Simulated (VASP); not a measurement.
Output of a VASP run:

**OUTCAR**
```
 ion  position               nearest neighbor table
   1  0.000  0.000  0.000-
   2  0.500  0.500  0.500-   3 2.98   4 2.98   5 2.98   5 2.98   3 2.98   4 2.98
   3  0.500  0.000  0.500-   2 2.98   2 2.98
   4  0.000  0.500  0.500-   2 2.98   2 2.98
   5  0.500  0.500  0.000-   2 2.98   2 2.98
  LATTYP: Found a simple cubic cell.
 ALAT       =     5.9612117086
 Subroutine PRICEL returns:
 Original cell was already a primitive cell.
 Subroutine GETGRP returns: Found 48 space group operations
The static configuration has the point symmetry O_h .
The dynamic configuration has the point symmetry O_h .
 Subroutine INISYM returns: Found 48 space group operations
 Subroutine IBZKPT returns following result:
 Found     10 irreducible k-points:

 Following reciprocal coordinates:
            Coordinates               Weight
  0.000000  0.000000  0.000000      1.000000
  0.250000  0.000000  0.000000      6.000000
  0.500000  0.000000  0.000000      3.000000
  0.250000  0.250000  0.000000     12.000000
  0.500000  0.250000  0.000000     12.000000
  0.500000  0.500000  0.000000      3.000000
  0.250000  0.250000  0.250000      8.000000
  0.500000  0.250000  0.250000     12.000000
  0.500000  0.500000  0.250000      6.000000
  0.500000  0.500000  0.500000      1.000000
   k-points           NKPTS =     10   k-points in BZ     NKDIM =     10   number of bands    NBANDS=     26
   number of dos      NEDOS =    301   number of ions     NIONS =      5
   total plane-waves  NPLWV = 110592
   dimension x,y,z NGX =    48 NGY =   48 NGZ =   48
   dimension x,y,z NGXF=    96 NGYF=   96 NGZF=   96
   ions per type =               1   1   3
   PREC   = accura    normal or accurate (medium, high low for compatibility)
   ISTART =      0    job   : 0-new  1-cont  2-samecut
   ICHARG =      2    charge: 1-file 2-atom 10-const
   ISPIN  =      1    spin polarized calculation?
   LNONCOLLINEAR =      F non collinear calculations
   LSORBIT =      F    spin-orbit coupling
   INIWAV =      1    electr: 0-lowe 1-rand  2-diag
   ENCUT  =  520.0 eV  38.22 Ry    6.18 a.u.  11.08 11.08 11.08*2*pi/ulx,y,z
   NELM   =    100;   NELMIN=  2; NELMDL= -5     # of ELM steps
   EDIFF  = 0.1E-06   stopping-criterion for ELM
   LREAL  =      F    real-space projection
   NLSPLINE    = F    spline interpolate recip. space projectors
   LMAXMIX     =    4 max onsite mixed and CHGCAR
   VOSKOWN=      0    Vosko Wilk Nusair interpolation
   EDIFFG = 0.1E-05   stopping-criterion for IOM
   NSW    =      0    number of steps for IOM
   NBLOCK =      1;   KBLOCK =      1    inner block; outer block
   IBRION =     -1    ionic relax: 0-MD 1-quasi-New 2-CG
   NFREE  =      0    steps in history (QN), initial steepest desc. (CG)
   ISIF   =      2    stress and relaxation
   ISYM   =      2    0-nonsym 1-usesym 2-fastsym
   TEIN   =    0.0    initial temperature
   TEBEG  =    0.0;   TEEND  =   0.0 temperature during run
   SMASS  =  -3.00    Nose mass-parameter (am)
   PSTRESS=    0.0 pullay stress
   NELECT =      44.0000    total number of electrons
   EFERMI =   0.00;   METHOD = LEGACY
   ISMEAR =     0;   SIGMA  =   0.05  broadening in eV -4-tet -1-fermi 0-gaus
   IALGO  =     38    algorithm
   LDIAG  =      T    sub-space diagonalisation (order eigenvalues)
   IMIX   =      4    mixing-type and parameters
     AMIX     =   0.40;   BMIX     =  1.00
     AMIX_MAG =   1.60;   BMIX_MAG =  1.00
     AMIN     =   0.10
   GGA     = CX    functional components
   VOSKOWN =     0    Vosko Wilk Nusair interpolation
   LHFCALC =     F    Hartree Fock is set to
   LHFONE  =     F    Hartree Fock one center treatment
   AEXX    =    0.0000 exact exchange contribution
   LUSE_VDW   =     T    switch on vdW DFT
   IVDW    =     0    specifies the selected vdW correction
   LEPSILON=     F    determine dielectric tensor
   LRPA    =     F    only Hartree local field effects (RPA)
  energy-cutoff  :      520.00
  volume of cell :      211.84
...
```

File OSZICAR:
```
       N       E                     dE             d eps       ncg     rms          rms(c)
DAV:   1     0.412481254460E+03    0.41248E+03   -0.18845E+04   520   0.149E+03
DAV:   2     0.412963420289E+02   -0.37118E+03   -0.36450E+03   654   0.329E+02
DAV:   3    -0.345845021409E+01   -0.44755E+02   -0.44591E+02   616   0.124E+02
DAV:   4    -0.521820033861E+01   -0.17598E+01   -0.17533E+01   678   0.332E+01
DAV:   5    -0.527604685937E+01   -0.57847E-01   -0.57819E-01   672   0.469E+00    0.386E+00
DAV:   6    -0.472503984263E+01    0.55101E+00   -0.10659E+00   764   0.102E+01    0.219E+00
DAV:   7    -0.469240538666E+01    0.32634E-01   -0.51998E-01   730   0.414E+00    0.926E-01
DAV:   8    -0.470950018250E+01   -0.17095E-01   -0.63535E-02   656   0.215E+00    0.185E-01
DAV:   9    -0.471148979023E+01   -0.19896E-02   -0.95344E-03   698   0.763E-01    0.103E-01
DAV:  10    -0.471215772684E+01   -0.66794E-03   -0.11980E-03   616   0.215E-01    0.504E-02
DAV:  11    -0.471235166130E+01   -0.19393E-03   -0.39650E-04   612   0.164E-01    0.825E-03
DAV:  12    -0.471236315265E+01   -0.11491E-04   -0.54714E-05   804   0.616E-02    0.908E-03
DAV:  13    -0.471236385432E+01   -0.70167E-06   -0.65181E-06   730   0.185E-02    0.347E-03
DAV:  14    -0.471236431663E+01   -0.46231E-06   -0.15476E-06   608   0.110E-02    0.135E-03
DAV:  15    -0.471236435085E+01   -0.34221E-07   -0.55409E-08   398   0.181E-03
   1 F= -.47123644E+01 E0= -.47123644E+01  d E =-.136700E-11
```

OUTCAR:
```
------------------------ aborting loop because EDIFF is reached ----------------------------------------
  FORCE on cell =-STRESS in cart. coord.  units (eV):
  Direction    XX          YY          ZZ          XY          YZ          ZX
  --------------------------------------------------------------------------------------
  Total       -0.7701336     -0.7701336     -0.7701336      0.0000000     -0.0000000      0.0000000
  in kB       -5.8246929     -5.8246929     -5.8246929      0.0000000     -0.0000000      0.0000000
  external PRESSURE =      -5.8246929 kB  Pullay stress =       0.0000000 kB
  volume of cell :      211.84
      direct lattice vectors                 reciprocal lattice vectors
     5.961211709  0.000000000  0.000000000     0.167751130  0.000000000  0.000000000
     0.000000000  5.961211709  0.000000000     0.000000000  0.167751130  0.000000000
     0.000000000  0.000000000  5.961211709     0.000000000  0.000000000  0.167751130
 POSITION                                       TOTAL-FORCE (eV/Angst)
 -----------------------------------------------------------------------------------
      0.00000      0.00000      0.00000         0.000000      0.000000      0.000000
      2.98061      2.98061      2.98061         0.000000      0.000000      0.000000
      2.98061      0.00000      2.98061         0.000000      0.000000      0.000000
      0.00000      2.98061      2.98061         0.000000      0.000000      0.000000
      2.98061      2.98061      0.00000         0.000000      0.000000      0.000000
 -----------------------------------------------------------------------------------
    total drift:                                0.000000     -0.000000     -0.000000
  FREE ENERGIE OF THE ION-ELECTRON SYSTEM (eV)
  ---------------------------------------------------
  free  energy   TOTEN  =        -4.7123643509 eV

  energy  without entropy=       -4.7123643509  energy(sigma->0) =       -4.71236435
```
(Selected blocks of OUTCAR.)

File POSCAR:
```
CsPbBr3
1
    5.9612117086     0.0000000000     0.0000000000
    0.0000000000     5.9612117086     0.0000000000
    0.0000000000     0.0000000000     5.9612117086
Cs Pb Br
1 1 3
Direct
  0.0000000000   0.0000000000   0.0000000000
  0.5000000000   0.5000000000   0.5000000000
  0.5000000000   0.0000000000   0.5000000000
  0.0000000000   0.5000000000   0.5000000000
  0.5000000000   0.5000000000   0.0000000000
```

**Question.** Write an INCAR and KPOINTS that could have produced this output.

**Answer.** This is not unique; one that fits is the input of the run itself, vdW-DF-cx, plane waves, VASP's PBE PAW potentials (set 64).

File KPOINTS:
```
Automatic mesh
0
Gamma
4 4 4
0 0 0
```

INCAR:
```
SIGMA  =  0.05
LMAXMIX  =  4   ! l cut-off of mixed one-centre charges
LUSE_VDW  =  .TRUE.
ISMEAR  =  0
ISIF  =  2
EDIFF  =  1E-7   ! SCF stop (eV)
LASPH  =  .TRUE.   ! aspherical one-centre terms
ENCUT  =  520
AGGAC  =  0.0
ALGO  =  Normal
GGA  =  CX
LWAVE  =  .FALSE.
PREC  =  Accurate
SYSTEM  =  CsPbBr3
LREAL  =  .FALSE.   ! projection in real space or not
LCHARG  =  .FALSE.
NELM  =  100   ! most electronic steps
```

POTCAR, in this order: Cs_sv Pb_d Br (PBE.64 set). Program: vasp_std.

The compound is CsPbBr3 in the cubic perovskite structure, the ideal cubic form; the compound distorts at low or room temperature. This cell is one point of a volume scan, at 1.03 of the reference volume.
